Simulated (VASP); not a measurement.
Sn:

```
Sn
1.0
    -2.91964    2.91964    1.59380
     2.91964   -2.91964    1.59380
     2.91964    2.91964   -1.59380
Sn
2
Direct
  0.00000 0.00000 0.00000
  0.75000 0.25000 0.50000
```

* Program: VASP 6.6.1
* Task: relaxation of cell and atoms
* Functional: LDA
* Potentials or basis: VASP PAW LDA potentials, release 64 (Sn_d)
* Cutoff: 600 eV
* k mesh: 19 × 19 × 19
* Occupations: fermi-dirac, width 0.05 eV
* Spin: no spin polarisation

At the start: pressure -2.0 GPa; volume 27.17 Å³/atom.

Task: Where does the relaxation end?

Result: Over 5 steps the energy falls by 6.8 meV/atom and the volume is 26.19 Å³/atom (-3.6 %); space group I4_1/amd (No. 141, to 0.05 Å).

The path:
| step | energy change (eV) | largest force (eV/Å) | pressure (GPa) | volume (Å³) |
| --- | --- | --- | --- | --- |
| 1 | 0.0000 | 0.0000 | -2.01 | 54.34 |
| 2 | -0.0115 | 0.0000 | 0.83 | 51.70 |
| 3 | -0.0131 | 0.0000 | 0.03 | 52.37 |
| 4 | -0.0134 | 0.0000 | 0.03 | 52.37 |
| 5 | -0.0135 | 0.0000 | 0.02 | 52.38 |

Final structure:
```
CELL_PARAMETERS angstrom
-2.89421 2.89421 1.56331
2.89421 -2.89421 1.56331
2.89421 2.89421 -1.56331
ATOMIC_POSITIONS crystal
Sn 0.00000 0.00000 0.00000
Sn 0.75000 0.25000 0.50000
```
